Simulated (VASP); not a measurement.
An input for Ansatz (written as the equivalent of a VASP run, and not itself run):

Ansatz 0.2 input:
```yaml
crystal:
  lattice:
    - [0.0000000, 3.2050000, 3.2050000]
    - [3.2050000, 0.0000000, 3.2050000]
    - [3.2050000, 3.2050000, 0.0000000]
  atoms:
    - { symbol: Cd, position: [0.0000000, 0.0000000, 0.0000000] }
    - { symbol: Te, position: [0.5000000, 0.5000000, 0.5000000] }
kpoints:
  mp_grid: { grid: [7, 7, 7] }
hamiltonian:
  xc: r2scan
  dispersion: rvv10
  pseudopotentials: { kind: paw }
scf:
  occupations: { method: gaussian, width: 0.05 }
  max_iter: 100
relax:
  max_steps: 60
  f_tol: 0.01
  cell: {}
output: { forces: true, stress: true, eigenvalues: true }
```

Q: Translate this input to VASP (INCAR, KPOINTS, POSCAR, choice of POTCAR).

A: One answer among several that fit: 
**POSCAR**
```
CdTe
1.0
  0.0000000000   3.2050000000   3.2050000000
  3.2050000000   0.0000000000   3.2050000000
  3.2050000000   3.2050000000   0.0000000000
Cd Te
1 1
Cart
  0.0000000000   0.0000000000   0.0000000000
  3.2050000000   3.2050000000   3.2050000000
```

INCAR:
```
ALGO=Normal
BPARAM=11.95
CPARAM=0.0093
EDIFF=1E-6
EDIFFG=-0.01
ENCUT=400
IBRION=2
ISIF=3
ISMEAR=0
LASPH=.True.
LCHARG=.False.
LMAXMIX=4
LMIXTAU=.True.
LREAL=.False.
LUSE_VDW=.True.
LWAVE=.False.
METAGGA=R2SCAN
NELM=100
NSW=60
PREC=Accurate
SIGMA=0.05
SYSTEM=CdTe
```

File KPOINTS:
```
Automatic
0
Gamma
  7 7 7
```

POTCAR, in this order: Cd Te (PBE.64 set). Program: vasp_std.

What does not carry over: each code has its own PAW files, so the cut-off isn't converted (ENCUT is set for VASP's; basis.ecutwfc is left out, and Ansatz then takes the one that its files recommend); Ansatz stops its SCF on the density residual and VASP on the energy change (EDIFF).

The structure comes from a measured CdTe entry (Fm-3m) of the Crystallography Open Database, whose conditions weren't checked. This run relaxes it. Symmetry was kept, so distortions that lower it aren't found.
